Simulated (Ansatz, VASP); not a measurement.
## NaLaMnMoO6: VASP beside Ansatz

```
CELL_PARAMETERS angstrom
4.78456 -2.77290 0.00207
4.78456 2.77290 0.00207
-3.21978 0.00000 4.52882
ATOMIC_POSITIONS crystal
Na 0.25021 0.25021 0.74459
La 0.75117 0.75117 0.25707
Mn 0.49918 0.49918 0.49917
Mo 0.00110 0.00110 0.00114
O 0.28503 0.78106 0.28520
O 0.78106 0.28503 0.28520
O 0.25187 0.25187 0.18775
O 0.74777 0.74777 0.81124
O 0.21883 0.71407 0.71525
O 0.71407 0.21883 0.71525
```

Change from the starting cell: volume scaled by 1.04.

Alike in both runs: task single point; functional PBE; k mesh 6 × 6 × 6; occupations fermi-dirac, width 0.05 eV; collinear spin, ferromagnetic start.

|  | VASP | Ansatz |
| --- | --- | --- |
| version | VASP 6.6.1 | Ansatz 0.2.0 |
| potentials or method | VASP PAW PBE potentials, release 64 (Na_pv, La, Mn_pv, Mo_sv, O) | Ansatz PAW |
| plane-wave cutoff (eV) | 520 | 420 |
| valence electrons in the cell | 81 | 85 |

Ansatz gave:

```
gap on the k mesh at the Fermi level (eV)                     : none
pressure (GPa)                                                : -5.8
largest component of the traceless stress (GPa)               : 0.22
rms of the force components (eV/Å)                            : 0.177
net moment per atom (μB)                                      : 0.22
size of the moment on the site where the two differ most (μB) : 2.48
```

Q: Which values does VASP return?

A: gap on the k mesh at the Fermi level (eV): none; pressure (GPa): -5.5; largest component of the traceless stress (GPa): 0.22; rms of the force components (eV/Å): 0.195; net moment per atom (μB): 0.23; size of the moment on the site where the two differ most (μB): 2.76.

Site moments also hang on the region over which each program counts them. Atom by atom the forces differ by 0.019 eV/Å (rms over components). A gap of «none» marks a metal or a gap that the smearing closes. The two sets of potentials don't hold the same shells in valence.

Caveats: a cell with one magnetic atom can't hold antiferromagnetic order, which such compounds often take; semilocal functionals often make such compounds metallic where correlation or magnetic order opens a gap, which also shifts bond lengths; the pressure holds a Pulay correction of +0.6 GPa for the finite cutoff (Ansatz); the starting moments weren't kept (Ansatz). The runs have no spin-orbit coupling, so splittings on La are missing.
